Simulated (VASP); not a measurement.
A run of VASP 6.6.1:

Contents of INCAR:

```
SYSTEM = ZnCd3Se3S
PREC = Accurate ; ENCUT = 520
EDIFF = 1E-6 ; ISMEAR = 0
SIGMA = 0.1 ; LREAL = .False.
LASPH = .True. ; NELM = 120
ALGO = Normal ; ISIF = 3
LWAVE = .False. ; LCHARG = .False.
GGA = PE ; IBRION = 2
NSW = 90 ; EDIFFG = -0.01
KPAR = 4
```

File KPOINTS:

```
regular mesh
0
Gamma
  8 8 2
  0 0 0
```

Contents of POSCAR:

```
ZnCd3Se3S
1.0
    4.2572678400      0.0000000000      0.0000000000
   -2.1286339200      3.6869021000      0.0000000000
    0.0000000000      0.0000000000     13.9880000000
Zn Cd Se S
1 3 3 1
Direct
    0.0000000000      0.0000000000      0.9932084600
    0.6666666700      0.3333333300      0.5033600200
    0.3333333300      0.6666666700      0.7665141500
    0.3333333300      0.6666666700      0.2417071800
    0.6666666700      0.3333333300      0.6939519600
    0.0000000000      0.0000000000      0.1702173300
    0.3333333300      0.6666666700      0.4315127300
    0.3333333300      0.6666666700      0.9495281700
```

Potentials or basis: VASP PAW PBE potentials, release 64 (Zn, Cd, Se, S).

The run is started by

```sh
$ cat potpaw_PBE.64/Zn/POTCAR potpaw_PBE.64/Cd/POTCAR potpaw_PBE.64/Se/POTCAR potpaw_PBE.64/S/POTCAR > POTCAR
$ mpirun -np 4 vasp_std > vasp.out
```

Hardware: 4 MPI ranks on Intel(R) Xeon(R) Platinum 8488C (Sapphire Rapids), on a shared host.

Q: Estimate the wall time of this run.

A: Wall time 6.2 min on 4 MPI ranks on Intel(R) Xeon(R) Platinum 8488C (Sapphire Rapids) (shared host), peak memory 0.45 GiB a rank. Counts: scf iterations 50, k points 20, ion steps 9.
